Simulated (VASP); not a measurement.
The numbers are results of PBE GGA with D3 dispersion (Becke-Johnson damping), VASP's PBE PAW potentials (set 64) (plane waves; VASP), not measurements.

A VASP calculation is set up with these files.

File POSCAR:
```
WSe2
1.0
  1.6236559783  -2.8122543272   0.0000000000
  1.6236559783   2.8122543272   0.0000000000
  0.0000000000   0.0000000000  12.6566406955
W Se
2 4
direct
  0.3333330000   0.6666670000   0.2500000000
  0.6666670000   0.3333330000   0.7500000000
  0.3333330000   0.6666670000   0.8819030488
  0.6666670000   0.3333330000   0.3819030488
  0.6666670000   0.3333330000   0.1180969512
  0.3333330000   0.6666670000   0.6180969512
```

INCAR:
```
SYSTEM = WSe2
PREC = Accurate
ENCUT = 520
EDIFF = 1E-7
NELM = 100
ALGO = Normal
LREAL = .FALSE.
LASPH = .TRUE.
ISMEAR = 0
SIGMA = 0.05
GGA = PE
IVDW = 12
LMAXMIX = 6
LWAVE = .FALSE.
LCHARG = .FALSE.
ISIF = 4
IBRION = 2
NSW = 30
EDIFFG = -0.01
```

**KPOINTS**
```
Automatic mesh
0
G
  8 8 2
```

POTCAR, in this order: W_sv Se (PBE.64 set). Program: vasp_std.

What VASP printed:

File OSZICAR:
```
       N       E                     dE             d eps       ncg     rms          rms(c)
DAV:   1     0.524395069514E+03    0.52440E+03   -0.28412E+04  1360   0.165E+03
DAV:   2    -0.114313131212E+02   -0.53583E+03   -0.52447E+03  1477   0.437E+02
DAV:   3    -0.439158893504E+02   -0.32485E+02   -0.31745E+02  1551   0.968E+01
DAV:   4    -0.447050534074E+02   -0.78916E+00   -0.78573E+00  1501   0.151E+01
DAV:   5    -0.447210677280E+02   -0.16014E-01   -0.16005E-01  1526   0.213E+00    0.317E+01
DAV:   6    -0.432913405688E+02    0.14297E+01   -0.90011E+00  1413   0.172E+01    0.119E+01
DAV:   7    -0.430837832697E+02    0.20756E+00   -0.40047E+00  1425   0.828E+00    0.561E+00
DAV:   8    -0.429349457037E+02    0.14884E+00   -0.67289E-01  1588   0.461E+00    0.120E+00
DAV:   9    -0.429378931682E+02   -0.29475E-02   -0.64992E-02  1577   0.124E+00    0.798E-01
DAV:  10    -0.429363426985E+02    0.15505E-02   -0.20383E-02  1571   0.908E-01    0.176E-01
DAV:  11    -0.429362761974E+02    0.66501E-04   -0.29707E-03  1537   0.340E-01    0.175E-01
DAV:  12    -0.429362219379E+02    0.54260E-04   -0.14432E-04  1542   0.736E-02    0.942E-02
DAV:  13    -0.429362146567E+02    0.72812E-05   -0.14863E-04  1568   0.664E-02    0.516E-03
DAV:  14    -0.429362150441E+02   -0.38745E-06   -0.45443E-06  1464   0.132E-02    0.950E-03
DAV:  15    -0.429362150738E+02   -0.29718E-07   -0.29460E-07  1263   0.326E-03
   1 F= -.45878428E+02 E0= -.45878428E+02  d E =-.458784E+02
       N       E                     dE             d eps       ncg     rms          rms(c)
DAV:   1    -0.429572834711E+02   -0.21068E-01   -0.21294E+00  1289   0.709E+00    0.126E+00
DAV:   2    -0.429607106260E+02   -0.34272E-02   -0.12543E-01  1471   0.149E+00    0.594E-01
DAV:   3    -0.429591216660E+02    0.15890E-02   -0.15915E-02  1416   0.677E-01    0.418E-01
DAV:   4    -0.429582962580E+02    0.82541E-03   -0.33186E-03  1563   0.293E-01    0.185E-01
DAV:   5    -0.429583048264E+02   -0.85684E-05   -0.47643E-04  1724   0.104E-01    0.344E-02
DAV:   6    -0.429582816451E+02    0.23181E-04   -0.10329E-04  1510   0.529E-02    0.172E-02
DAV:   7    -0.429582804421E+02    0.12030E-05   -0.13031E-05  1501   0.167E-02    0.554E-03
DAV:   8    -0.429582802065E+02    0.23566E-06   -0.13070E-06  1577   0.710E-03    0.218E-03
DAV:   9    -0.429582802360E+02   -0.29493E-07   -0.85972E-08   957   0.158E-03
   2 F= -.45900786E+02 E0= -.45900786E+02  d E =-.223577E-01
       N       E                     dE             d eps       ncg     rms          rms(c)
DAV:   1    -0.429587727941E+02   -0.49259E-03   -0.35340E-02  1268   0.910E-01    0.165E-01
DAV:   2    -0.429588395571E+02   -0.66763E-04   -0.20261E-03  1478   0.190E-01    0.734E-02
DAV:   3    -0.429588166641E+02    0.22893E-04   -0.21740E-04  1432   0.800E-02    0.519E-02
DAV:   4    -0.429588073042E+02    0.93598E-05   -0.49046E-05  1571   0.356E-02    0.232E-02
DAV:   5    -0.429588090243E+02   -0.17200E-05   -0.55291E-06  1491   0.120E-02    0.444E-03
DAV:   6    -0.429588082458E+02    0.77851E-06   -0.15305E-06  1437   0.675E-03    0.167E-03
DAV:   7    -0.429588083609E+02   -0.11513E-06   -0.13637E-07   939   0.173E-03    0.445E-04
DAV:   8    -0.429588083867E+02   -0.25826E-07   -0.15513E-08   823   0.781E-04
   3 F= -.45901278E+02 E0= -.45901278E+02  d E =-.228503E-01
       N       E                     dE             d eps       ncg     rms          rms(c)
DAV:   1    -0.429861402069E+02   -0.27332E-01   -0.11642E+00  1248   0.700E+00    0.900E-01
DAV:   2    -0.429699093124E+02    0.16231E-01   -0.10360E-01  1449   0.176E+00    0.473E-01
DAV:   3    -0.429663989998E+02    0.35103E-02   -0.70531E-03  1486   0.521E-01    0.201E-01
DAV:   4    -0.429652459423E+02    0.11531E-02   -0.35200E-03  1446   0.307E-01    0.872E-02
DAV:   5    -0.429652497636E+02   -0.38213E-05   -0.36049E-04  1410   0.110E-01    0.406E-02
DAV:   6    -0.429652350500E+02    0.14714E-04   -0.67069E-05  1609   0.470E-02    0.122E-02
DAV:   7    -0.429652352446E+02   -0.19458E-06   -0.42569E-06  1555   0.121E-02    0.567E-03
DAV:   8    -0.429652351052E+02    0.13946E-06   -0.10854E-06  1623   0.672E-03    0.123E-03
DAV:   9    -0.429652351143E+02   -0.91450E-08   -0.10536E-07   900   0.198E-03
   4 F= -.45908564E+02 E0= -.45908564E+02  d E =-.728592E-02
       N       E                     dE             d eps       ncg     rms          rms(c)
DAV:   1    -0.429794635084E+02   -0.14228E-01   -0.73796E-01  1248   0.558E+00    0.717E-01
DAV:   2    -0.429692444003E+02    0.10219E-01   -0.65315E-02  1449   0.140E+00    0.376E-01
DAV:   3    -0.429670235641E+02    0.22208E-02   -0.44646E-03  1486   0.413E-01    0.160E-01
DAV:   4    -0.429662969759E+02    0.72659E-03   -0.22106E-03  1432   0.243E-01    0.688E-02
DAV:   5    -0.429662985435E+02   -0.15677E-05   -0.22958E-04  1410   0.876E-02    0.325E-02
DAV:   6    -0.429662894809E+02    0.90626E-05   -0.42684E-05  1595   0.376E-02    0.958E-03
DAV:   7    -0.429662895209E+02   -0.40012E-07   -0.26799E-06  1570   0.960E-03    0.443E-03
DAV:   8    -0.429662893958E+02    0.12510E-06   -0.68069E-07  1439   0.531E-03    0.984E-04
DAV:   9    -0.429662894003E+02   -0.44711E-08   -0.64306E-08   858   0.163E-03
   5 F= -.45910314E+02 E0= -.45910314E+02  d E =-.903552E-02
```

### OUTCAR
```
------------------------ aborting loop because EDIFF is reached ----------------------------------------
 Edisp (eV)   -2.94402
  FORCE on cell =-STRESS in cart. coord.  units (eV):
  Direction    XX          YY          ZZ          XY          YZ          ZX
  --------------------------------------------------------------------------------------
  Total       1.30664     1.30664     1.34124     0.00000     0.00000    -0.00000
  in kB      18.11207    18.11206    18.59179     0.00000     0.00000    -0.00000
  external pressure =       18.27 kB  Pullay stress =        0.00 kB
  volume of cell :      115.58
      direct lattice vectors                 reciprocal lattice vectors
     1.630842555 -2.824701799  0.000000000     0.306589988 -0.177009835 -0.000000000
     1.630842555  2.824701799  0.000000000     0.306589988  0.177009835 -0.000000000
     0.000000000  0.000000000 12.545339514    -0.000000000  0.000000000  0.079710876
 POSITION                                       TOTAL-FORCE (eV/Angst)
 -----------------------------------------------------------------------------------
      1.63084      0.94157      3.13633         0.000000      0.000000      0.000000
      1.63084     -0.94157      9.40900        -0.000000     -0.000000      0.000000
      1.63084      0.94157     11.09737         0.000000     -0.000000      0.005286
      1.63084     -0.94157      4.82470        -0.000000      0.000000      0.005286
      1.63084     -0.94157      1.44797        -0.000000      0.000000     -0.005286
      1.63084      0.94157      7.72064         0.000000      0.000000     -0.005286
 -----------------------------------------------------------------------------------
    total drift:                               -0.000133      0.001038     -0.000033
  FREE ENERGIE OF THE ION-ELECTRON SYSTEM (eV)
  ---------------------------------------------------
  free  energy   TOTEN  =       -45.9103138940 eV

  energy  without entropy=      -45.9103138940  energy(sigma->0) =      -45.91031389

 reached required accuracy - stopping structural energy minimisation
```
(Selected blocks of OUTCAR.)

### CONTCAR
```
WSe2
   1.00000000000000
     1.6308425545947980   -2.8247017990662000    0.0000000000000000
     1.6308425545947980    2.8247017990662000    0.0000000000000000
     0.0000000000000000    0.0000000000000000   12.5453395141967565
  W               Se
     2     4
Direct
     0.3333330000000032    0.6666669999999968    0.2500000000000000
     0.6666669999999968    0.3333330000000032    0.7500000000000000
     0.3333330000000032    0.6666669999999968    0.8845807911328586
     0.6666669999999968    0.3333330000000032    0.3845807911328588
     0.6666669999999968    0.3333330000000032    0.1154192088671413
     0.3333330000000032    0.6666669999999968    0.6154192088671414
```

File OUTCAR:
```
 val. band max:        6.9216400277   @ k =   0.0000   0.0000   0.0000

 cond. band min:       7.8307282110   @ k =   0.2500   0.1250   0.0000


 Fermi energy:         7.3571131282

 k-point     1 :       0.0000    0.0000    0.0000
  band No.  band energies     occupation
      1     -67.4506      2.00000
      2     -67.4506      2.00000
      3     -31.7138      2.00000
      4     -31.7138      2.00000
      5     -31.5614      2.00000
      6     -31.5614      2.00000
      7     -31.5614      2.00000
      8     -31.5614      2.00000
      9      -8.6112      2.00000
     10      -8.2000      2.00000
     11      -7.5044      2.00000
     12      -6.8385      2.00000
     13      -0.5836      2.00000
     14       0.9117      2.00000
     15       2.8893      2.00000
     16       4.2459      2.00000
     17       4.2459      2.00000
     18       4.2751      2.00000
     19       4.2751      2.00000
     20       5.3596      2.00000
     21       5.3596      2.00000
     22       5.4532      2.00000
     23       5.4533      2.00000
     24       5.5942      2.00000
     25       6.0952      2.00000
     26       6.9216      2.00000
     27       9.5232      0.00000
     28       9.5232      0.00000
     29       9.5375      0.00000
     30       9.5376      0.00000
     31       9.6074      0.00000

 k-point     2 :       0.1250    0.0000    0.0000
  band No.  band energies     occupation
      1     -67.4489      2.00000
      2     -67.4489      2.00000
      3     -31.7066      2.00000
      4     -31.7066      2.00000
      5     -31.5991      2.00000
      6     -31.5991      2.00000
      7     -31.5702      2.00000
      8     -31.5702      2.00000
      9      -8.3688      2.00000
     10      -7.9607      2.00000
     11      -7.3611      2.00000
     12      -6.7307      2.00000
     13      -0.2737      2.00000
     14       1.2154      2.00000
     15       2.6997      2.00000
     16       3.5388      2.00000
     17       3.6116      2.00000
...
```

Unless said otherwise, spin-orbit coupling is left out, though it shifts the bands of the heavy elements here.

The compound is WSe2 in the 2H layered structure. This cell is one point of a volume scan, at 0.97 of the reference volume. Symmetry was kept, so distortions that lower it aren't found.
